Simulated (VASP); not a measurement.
Input:

```xyz
2
Lattice="0.0000 2.3264 2.3264 2.3264 0.0000 2.3264 2.3264 2.3264 0.0000" Properties=species:S:1:pos:R:3 pbc="T T T"
Yb     0.0000     0.0000     0.0000
O      2.3264     2.3264     2.3264
```

These are SCAN meta-GGA with spin-orbit coupling, VASP's PBE PAW potentials (set 64) (plane waves; VASP) values and carry that method's errors. Run with 520 eV cut-off, 9×9×9 Γ-centred mesh, Gaussian smearing of 0.050 eV, potentials Yb_2 O.

The 4f electrons are frozen in the core of the lanthanide potential, so 4f levels, which can set the real gap, and their magnetism are missing.

Question: Give the energies of bands 9 to 21 at the high-symmetry points, in eV from the valence-band maximum.

Answer: 
```
band      Γ      X      U      L      W
----  -----  -----  -----  -----  -----
9     -0.17  -0.77  -1.57  -3.42  -1.83
10    -0.17  -0.77  -1.57  -3.42  -1.83
11     0.00  -0.16  -0.95  -1.78  -0.87
12     0.00  -0.16  -0.95  -1.78  -0.87
13     0.00  -0.02  -0.63  -1.78  -0.46
14     0.00  -0.02  -0.63  -1.78  -0.46
15     5.29   3.73   5.87   8.61   7.55
16     5.29   3.73   5.87   8.61   7.55
17     7.53  10.70  10.22  10.94   7.59
18     7.53  10.70  10.22  10.94   7.59
19     7.53  13.00  12.07  11.31  11.86
20     7.53  13.00  12.07  11.31  11.86
21     7.73  13.67  13.05  11.58  14.43
```

The gap is indirect, 3.74 eV, from the valence maximum at Γ to the conduction minimum at X.

The structure comes from a measured YbO entry (Fm-3m) of the Crystallography Open Database, whose conditions weren't checked. It was relaxed first, which changed the volume by -12 %.
